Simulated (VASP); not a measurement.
Method: PBEsol GGA, VASP's PBE PAW potentials (set 64) (plane waves; VASP).

The input files of a VASP run:

POSCAR:
```
HgTe
1.0
  0.0000000000   2.9969839669   2.9969839669
  2.9969839669   0.0000000000   2.9969839669
  2.9969839669   2.9969839669   0.0000000000
Hg Te
1 1
Cartesian
  0.0000000000   0.0000000000   0.0000000000
  1.4984919834   1.4984919834   1.4984919834
```

File KPOINTS:
```
Automatic mesh
0
Gamma
11 11 11
0 0 0
```

**INCAR**
```
! general
SYSTEM  = HgTe
PREC    = Accurate
ENCUT   = 500
LREAL   = .False.
LASPH   = .True.

! electronic loop
EDIFF   = 1E-6
NELM    = 100
ALGO    = Normal
LMAXMIX = 6

! smearing
ISMEAR  = 1
SIGMA   = 0.1

! functional
GGA     = PS

! ions
IBRION  = 2
NSW     = 40
ISIF    = 3
EDIFFG  = -0.02
PSTRESS = 300

! output
LWAVE   = .False.
LCHARG  = .False.
```

POTCAR, in this order: Hg Te (PBE.64 set). Program: vasp_std.

The resulting files:

OSZICAR:
```
       N       E                     dE             d eps       ncg     rms          rms(c)
DAV:   1     0.109652305007E+03    0.10965E+03   -0.83162E+03  1464   0.119E+03
DAV:   2    -0.132534546035E-01   -0.10967E+03   -0.10511E+03  1586   0.278E+02
DAV:   3    -0.389965938985E+01   -0.38864E+01   -0.38710E+01  1806   0.542E+01
DAV:   4    -0.393417664464E+01   -0.34517E-01   -0.34511E-01  1956   0.477E+00
DAV:   5    -0.393435499136E+01   -0.17835E-03   -0.17835E-03  1761   0.269E-01    0.132E+01
DAV:   6    -0.365514989229E+01    0.27921E+00   -0.64660E-01  1716   0.132E+01    0.957E+00
DAV:   7    -0.363368187260E+01    0.21468E-01   -0.18026E-01  1654   0.375E+00    0.260E+00
DAV:   8    -0.363029912609E+01    0.33827E-02   -0.23543E-02  1546   0.225E+00    0.905E-01
DAV:   9    -0.363006917128E+01    0.22995E-03   -0.12769E-03  1611   0.402E-01    0.260E-01
DAV:  10    -0.363006281396E+01    0.63573E-05   -0.11631E-04  1709   0.106E-01    0.607E-02
DAV:  11    -0.363006796529E+01   -0.51513E-05   -0.26470E-05  1689   0.610E-02    0.382E-02
DAV:  12    -0.363006634103E+01    0.16243E-05   -0.47357E-06  1596   0.294E-02    0.824E-03
DAV:  13    -0.363006634876E+01   -0.77314E-08   -0.10637E-06  1071   0.710E-03
   1 F= 0.64507088E+01 E0= 0.64506926E+01  d E =0.645071E+01
       N       E                     dE             d eps       ncg     rms          rms(c)
DAV:   1    -0.117768931025E+02   -0.81468E+01   -0.18675E+02  1686   0.182E+02    0.322E+01
DAV:   2    -0.114478395956E+01    0.10632E+02   -0.35179E+01  1606   0.891E+01    0.786E+00
DAV:   3    -0.615293964257E+00    0.52949E+00   -0.18143E+00  1491   0.127E+01    0.327E+00
DAV:   4    -0.457135116796E+00    0.15816E+00   -0.22456E-01  1576   0.259E+00    0.212E+00
DAV:   5    -0.443335031086E+00    0.13800E-01   -0.26876E-02  1739   0.152E+00    0.117E+00
DAV:   6    -0.444123211722E+00   -0.78818E-03   -0.52966E-03  1676   0.688E-01    0.210E-01
DAV:   7    -0.444264604757E+00   -0.14139E-03   -0.27339E-04  1805   0.171E-01    0.844E-02
DAV:   8    -0.444259861247E+00    0.47435E-05   -0.23766E-05  1546   0.335E-02    0.384E-02
DAV:   9    -0.444267396236E+00   -0.75350E-05   -0.55359E-06  1761   0.285E-02    0.622E-03
DAV:  10    -0.444267626571E+00   -0.23033E-06   -0.72706E-07   813   0.918E-03
   2 F= 0.73948900E+01 E0= 0.73948856E+01  d E =0.944181E+00
       N       E                     dE             d eps       ncg     rms          rms(c)
DAV:   1    -0.830900645218E+01   -0.78647E+01   -0.10693E+02  1571   0.147E+02    0.288E+01
DAV:   2    -0.388380878483E+01    0.44252E+01   -0.10882E+01  1536   0.565E+01    0.133E+01
DAV:   3    -0.335852922265E+01    0.52528E+00   -0.90117E-01  1596   0.119E+01    0.119E+01
DAV:   4    -0.315463969710E+01    0.20389E+00   -0.23554E-01  1521   0.394E+00    0.316E+00
DAV:   5    -0.314394945708E+01    0.10690E-01   -0.20281E-02  1636   0.158E+00    0.866E-01
DAV:   6    -0.314379482822E+01    0.15463E-03   -0.22201E-03  1581   0.437E-01    0.520E-01
DAV:   7    -0.314378747363E+01    0.73546E-05   -0.64212E-04  1657   0.367E-01    0.231E-01
DAV:   8    -0.314383162366E+01   -0.44150E-04   -0.25853E-04  1671   0.159E-01    0.179E-02
DAV:   9    -0.314383318367E+01   -0.15600E-05   -0.72808E-06  1739   0.293E-02    0.298E-02
DAV:  10    -0.314383365994E+01   -0.47627E-06   -0.59807E-07  1018   0.726E-03
   3 F= 0.63393055E+01 E0= 0.63393125E+01  d E =-.111403E+00
       N       E                     dE             d eps       ncg     rms          rms(c)
DAV:   1    -0.311140983451E+01    0.32423E-01   -0.42111E-02  1651   0.283E+00    0.336E-01
DAV:   2    -0.310941896676E+01    0.19909E-02   -0.48987E-03  1631   0.123E+00    0.145E-01
DAV:   3    -0.310923204886E+01    0.18692E-03   -0.51358E-04  1516   0.261E-01    0.130E-01
DAV:   4    -0.310920248938E+01    0.29559E-04   -0.84711E-05  1621   0.985E-02    0.149E-02
DAV:   5    -0.310919991821E+01    0.25712E-05   -0.13372E-05  1609   0.580E-02    0.129E-02
DAV:   6    -0.310920026816E+01   -0.34995E-06   -0.19722E-06   936   0.153E-02
   4 F= 0.63387419E+01 E0= 0.63387511E+01  d E =-.111967E+00
       N       E                     dE             d eps       ncg     rms          rms(c)
DAV:   1    -0.309711645554E+01    0.12083E-01   -0.51545E-03  1651   0.989E-01    0.119E-01
DAV:   2    -0.309686854364E+01    0.24791E-03   -0.60557E-04  1621   0.433E-01    0.516E-02
DAV:   3    -0.309684570031E+01    0.22843E-04   -0.63909E-05  1521   0.920E-02    0.461E-02
DAV:   4    -0.309684290328E+01    0.27970E-05   -0.10570E-05  1641   0.347E-02    0.540E-03
DAV:   5    -0.309684275635E+01    0.14693E-06   -0.15892E-06   796   0.205E-02
   5 F= 0.63387207E+01 E0= 0.63387305E+01  d E =-.111988E+00
```

OUTCAR:
```
------------------------ aborting loop because EDIFF is reached ----------------------------------------
  FORCE on cell =-STRESS in cart. coord.  units (eV):
  Direction    XX          YY          ZZ          XY          YZ          ZX
  --------------------------------------------------------------------------------------
  Total        9.4554088      9.4554088      9.4554088      0.0000000      0.0000000      0.0000000
  in kB      300.6309760    300.6309760    300.6309760      0.0000000      0.0000000      0.0000000
  external PRESSURE =       0.6309760 kB  Pullay stress =     300.0000000 kB
  volume of cell :       50.39
      direct lattice vectors                 reciprocal lattice vectors
     0.000000000  2.931629323  2.931629323    -0.170553622  0.170553622  0.170553622
     2.931629323  0.000000000  2.931629323     0.170553622 -0.170553622  0.170553622
     2.931629323  2.931629323 -0.000000000     0.170553622  0.170553622 -0.170553622
 POSITION                                       TOTAL-FORCE (eV/Angst)
 -----------------------------------------------------------------------------------
      0.00000      0.00000      0.00000         0.000000      0.000000      0.000000
      1.46581      1.46581      1.46581        -0.000000     -0.000000     -0.000000
 -----------------------------------------------------------------------------------
    total drift:                               -0.000000     -0.000000     -0.000000
  FREE ENERGIE OF THE ION-ELECTRON SYSTEM (eV)
  ---------------------------------------------------
  free  energy   TOTEN  =        -3.0968427564 eV

  energy  without entropy=       -3.0968132314  energy(sigma->0) =       -3.09683291
  enthalpy is  TOTEN    =         6.3387206859 eV   P V=        9.4355634422

 reached required accuracy - stopping structural energy minimisation
```
(Selected blocks of OUTCAR.)

File CONTCAR:
```
HgTe
   1.00000000000000
     0.0000000000000000    2.9316293232843464    2.9316293232843464
     2.9316293232843464    0.0000000000000000    2.9316293232843464
     2.9316293232843464    2.9316293232843464   -0.0000000000000000
  Hg              Te
     1     1
Direct
     0.0000000000000000    0.0000000000000000    0.0000000000000000
     0.2500000000000000    0.2500000000000000    0.2500000000000000
```

### OUTCAR
```
 val. band max:        6.7058967499   @ k =   0.0000   0.0000   0.0000

 cond. band min:       7.3111288355   @ k =   0.4545   0.0000   0.0000


 Fermi energy:         6.7265497611

 k-point     1 :       0.0000    0.0000    0.0000
  band No.  band energies     occupation
      1      -8.0342      2.00000
      2      -2.9192      2.00000
      3      -2.9192      2.00000
      4      -2.9192      2.00000
      5      -1.9580      2.00000
      6      -1.9580      2.00000
      7       6.6706      1.80184
      8       6.7059      1.34143
      9       6.7059      1.34143
     10       6.7059      1.34143
     11      10.1497      0.00000
     12      10.1497      0.00000
     13      10.1497      0.00000

 k-point     2 :       0.0909    0.0000    0.0000
  band No.  band energies     occupation
      1      -7.9635      2.00000
      2      -2.9142      2.00000
      3      -2.8980      2.00000
      4      -2.8980      2.00000
      5      -1.9622      2.00000
      6      -1.9622      2.00000
      7       5.2824      2.00000
      8       6.5103      2.00913
      9       6.5103      2.00913
     10       7.5357     -0.00000
     11      10.1902      0.00000
     12      10.3678      0.00000
     13      10.3678      0.00000

 k-point     3 :       0.1818    0.0000    0.0000
  band No.  band energies     occupation
      1      -7.7664      2.00000
      2      -2.8755      2.00000
      3      -2.8435      2.00000
      4      -2.8435      2.00000
      5      -1.9686      2.00000
      6      -1.9686      2.00000
      7       3.6290      2.00000
      8       6.0664      2.00000
      9       6.0664      2.00000
     10       7.6812     -0.00000
     11      10.8190      0.00000
     12      10.8190      0.00000
     13      10.8503      0.00000

 k-point     4 :       0.2727    0.0000    0.0000
  band No.  band energies     occupation
      1      -7.4911      2.00000
      2      -2.7794      2.00000
      3      -2.7794      2.00000
...
```

Energy and stress use the plane-wave basis of the starting cell. Unless said otherwise, spin-orbit coupling is left out, though it shifts the bands of the heavy elements here.

The structure was generated: HgTe was put into the zinc blende type (F-43m), which need not be its known phase. This run relaxes it under an external pressure of 30 GPa. Symmetry was kept, so distortions that lower it aren't found.
